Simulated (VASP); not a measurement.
Calculation: PBE GGA with D3 dispersion (Becke-Johnson damping), VASP's PBE PAW potentials (set 64) (plane waves; VASP).

VASP ran on this input.

**INCAR**
```
SYSTEM = SiC
PREC = Accurate
ENCUT = 520
EDIFF = 1E-7
NELM = 100
ALGO = Normal
LREAL = .FALSE.
LASPH = .TRUE.
ISMEAR = -5
GGA = PE
IVDW = 12
LWAVE = .FALSE.
LCHARG = .TRUE.
LORBIT = 11
NEDOS = 601
ISIF = 2
```

File POSCAR:
```
SiC
1
   -0.0000000000     2.1741164551     2.1741164551
    2.1741164551     0.0000000000     2.1741164551
    2.1741164551     2.1741164551    -0.0000000000
Si C
1 1
Direct
  0.0000000000   0.0000000000   0.0000000000
  0.2500000000   0.2500000000   0.2500000000
```

**KPOINTS**
```
Automatic mesh
0
G
  12 12 12
```

POTCAR, in this order: Si C (PBE.64 set). Program: vasp_std.

What VASP printed:

**OUTCAR**
```
 ion  position               nearest neighbor table
   1  0.000  0.000  0.000-   2 1.88   2 1.88   2 1.88   2 1.88
   2  0.250  0.250  0.250-   1 1.88   1 1.88   1 1.88   1 1.88
  LATTYP: Found a face centered cubic cell.
 ALAT       =     4.3482329102
 Subroutine PRICEL returns:
 Original cell was already a primitive cell.
 Subroutine GETGRP returns: Found 24 space group operations
The static configuration has the point symmetry T_d .
The dynamic configuration has the point symmetry T_d .
 Subroutine INISYM returns: Found 24 space group operations
 Subroutine IBZKPT returns following result:
 Found     72 irreducible k-points:

 Following reciprocal coordinates:
            Coordinates               Weight
  0.000000  0.000000  0.000000      1.000000
  0.083333  0.000000  0.000000      8.000000
  0.166667  0.000000  0.000000      8.000000
  0.250000  0.000000  0.000000      8.000000
  0.333333  0.000000  0.000000      8.000000
  0.416667  0.000000  0.000000      8.000000
  0.500000  0.000000  0.000000      4.000000
  0.083333  0.083333  0.000000      6.000000
  0.166667  0.083333  0.000000     24.000000
  0.250000  0.083333  0.000000     24.000000
  0.333333  0.083333  0.000000     24.000000
  0.416667  0.083333  0.000000     24.000000
  0.500000  0.083333  0.000000     24.000000
 -0.416667  0.083333  0.000000     24.000000
 -0.333333  0.083333  0.000000     24.000000
 -0.250000  0.083333  0.000000     24.000000
 -0.166667  0.083333  0.000000     24.000000
 -0.083333  0.083333  0.000000     12.000000
  0.166667  0.166667  0.000000      6.000000
  0.250000  0.166667  0.000000     24.000000
  0.333333  0.166667  0.000000     24.000000
  0.416667  0.166667  0.000000     24.000000
  0.500000  0.166667  0.000000     24.000000
 -0.416667  0.166667  0.000000     24.000000
 -0.333333  0.166667  0.000000     24.000000
 -0.250000  0.166667  0.000000     24.000000
 -0.166667  0.166667  0.000000     12.000000
  0.250000  0.250000  0.000000      6.000000
  0.333333  0.250000  0.000000     24.000000
  0.416667  0.250000  0.000000     24.000000
  0.500000  0.250000  0.000000     24.000000
 -0.416667  0.250000  0.000000     24.000000
 -0.333333  0.250000  0.000000     24.000000
 -0.250000  0.250000  0.000000     12.000000
  0.333333  0.333333  0.000000      6.000000
  0.416667  0.333333  0.000000     24.000000
  0.500000  0.333333  0.000000     24.000000
 -0.416667  0.333333  0.000000     24.000000
 -0.333333  0.333333  0.000000     12.000000
  0.416667  0.416667  0.000000      6.000000
   k-points           NKPTS =     72   k-points in BZ     NKDIM =     72   number of bands    NBANDS=      8
   number of dos      NEDOS =    601   number of ions     NIONS =      2
   total plane-waves  NPLWV =  13824
   dimension x,y,z NGX =    24 NGY =   24 NGZ =   24
   dimension x,y,z NGXF=    48 NGYF=   48 NGZF=   48
   ions per type =               1   1
   PREC   = accura    normal or accurate (medium, high low for compatibility)
   ISTART =      0    job   : 0-new  1-cont  2-samecut
   ICHARG =      2    charge: 1-file 2-atom 10-const
   ISPIN  =      1    spin polarized calculation?
   LNONCOLLINEAR =      F non collinear calculations
   LSORBIT =      F    spin-orbit coupling
   INIWAV =      1    electr: 0-lowe 1-rand  2-diag
   ENCUT  =  520.0 eV  38.22 Ry    6.18 a.u.   5.72  5.72  5.72*2*pi/ulx,y,z
   NELM   =    100;   NELMIN=  2; NELMDL= -5     # of ELM steps
   EDIFF  = 0.1E-06   stopping-criterion for ELM
   LREAL  =      F    real-space projection
   NLSPLINE    = F    spline interpolate recip. space projectors
   LMAXMIX     =    2 max onsite mixed and CHGCAR
...
```

File OSZICAR:
```
       N       E                     dE             d eps       ncg     rms          rms(c)
DAV:   1     0.434356452934E+01    0.43436E+01   -0.41835E+03  1208   0.849E+02
DAV:   2    -0.165731515258E+02   -0.20917E+02   -0.20384E+02  1728   0.109E+02
DAV:   3    -0.169267560733E+02   -0.35360E+00   -0.35360E+00  1240   0.170E+01
DAV:   4    -0.169280933126E+02   -0.13372E-02   -0.13372E-02  1952   0.112E+00
DAV:   5    -0.169280941300E+02   -0.81737E-06   -0.81737E-06  1232   0.154E-02    0.888E+00
DAV:   6    -0.151177341612E+02    0.18104E+01   -0.76233E+00  1248   0.157E+01    0.391E+00
DAV:   7    -0.150617382798E+02    0.55996E-01   -0.35116E-01  1784   0.420E+00    0.179E+00
DAV:   8    -0.150539624384E+02    0.77758E-02   -0.18868E-02  1184   0.126E+00    0.161E-01
DAV:   9    -0.150542518562E+02   -0.28942E-03   -0.76826E-04  1776   0.241E-01    0.103E-01
DAV:  10    -0.150543599327E+02   -0.10808E-03   -0.20405E-04  1592   0.113E-01    0.221E-02
DAV:  11    -0.150543607439E+02   -0.81126E-06   -0.40039E-05  1400   0.392E-02    0.550E-03
DAV:  12    -0.150543609122E+02   -0.16833E-06   -0.15400E-06  1416   0.966E-03    0.138E-03
DAV:  13    -0.150543609949E+02   -0.82660E-07   -0.14849E-07  1112   0.324E-03
   1 F= -.15660657E+02 E0= -.15660657E+02  d E =0.000000E+00
```

OUTCAR:
```
------------------------ aborting loop because EDIFF is reached ----------------------------------------
 Edisp (eV)   -0.60630
  FORCE on cell =-STRESS in cart. coord.  units (eV):
  Direction    XX          YY          ZZ          XY          YZ          ZX
  --------------------------------------------------------------------------------------
  Total       0.00168     0.00168     0.00168     0.00000     0.00000    -0.00000
  in kB       0.13103     0.13103     0.13103     0.00000     0.00000    -0.00000
  external pressure =        0.13 kB  Pullay stress =        0.00 kB
  volume of cell :       20.55
      direct lattice vectors                 reciprocal lattice vectors
     0.000000000  2.174116455  2.174116455    -0.229978481  0.229978481  0.229978481
     2.174116455  0.000000000  2.174116455     0.229978481 -0.229978481  0.229978481
     2.174116455  2.174116455  0.000000000     0.229978481  0.229978481 -0.229978481
  FREE ENERGIE OF THE ION-ELECTRON SYSTEM (eV)
  ---------------------------------------------------
  free  energy   TOTEN  =       -15.6606574721 eV

  energy  without entropy=      -15.6606574721  energy(sigma->0) =      -15.66065747

 total charge

# of ion       s       p       d       tot
------------------------------------------
    1        0.708   0.977   0.000   1.685
    2        0.838   1.715   0.000   2.553
--------------------------------------------------
tot          1.546   2.692   0.000   4.239
```
(Selected blocks of OUTCAR.)

OUTCAR:
```
 val. band max:        8.1825168386   @ k =   0.0000   0.0000   0.0000

 cond. band min:       9.5332877252   @ k =   0.5000   0.5000   0.0000


 Fermi energy:         8.2352280333

 k-point     1 :       0.0000    0.0000    0.0000
  band No.  band energies     occupation
      1      -7.2736      2.00000
      2       8.1825      2.00000
      3       8.1825      2.00000
      4       8.1825      2.00000
      5      14.4955      0.00000
      6      15.5370      0.00000
      7      15.5370      0.00000
      8      15.5370      0.00000

 k-point     2 :       0.0833    0.0000    0.0000
  band No.  band energies     occupation
      1      -7.1371      2.00000
      2       7.4555      2.00000
      3       8.0875      2.00000
      4       8.0875      2.00000
      5      14.7284      0.00000
      6      15.6963      0.00000
      7      15.7136      0.00000
      8      15.7136      0.00000

 k-point     3 :       0.1667    0.0000    0.0000
  band No.  band energies     occupation
      1      -6.7315      2.00000
      2       5.8081      2.00000
      3       7.8524      2.00000
      4       7.8524      2.00000
      5      14.5874      0.00000
      6      16.0560      0.00000
      7      16.0560      0.00000
      8      16.5988      0.00000

 k-point     4 :       0.2500    0.0000    0.0000
  band No.  band energies     occupation
      1      -6.0715      2.00000
      2       3.8795      2.00000
      3       7.5760      2.00000
      4       7.5760      2.00000
      5      14.2322      0.00000
      6      16.1336      0.00000
      7      16.1336      0.00000
      8      17.5953      0.00000

 k-point     5 :       0.3333    0.0000    0.0000
  band No.  band energies     occupation
      1      -5.1960      2.00000
      2       1.9882      2.00000
      3       7.3381      2.00000
      4       7.3381      2.00000
      5      13.9293      0.00000
      6      15.8606      0.00000
      7      15.8606      0.00000
...
```

The compound is SiC in the zinc blende structure. It was relaxed first.
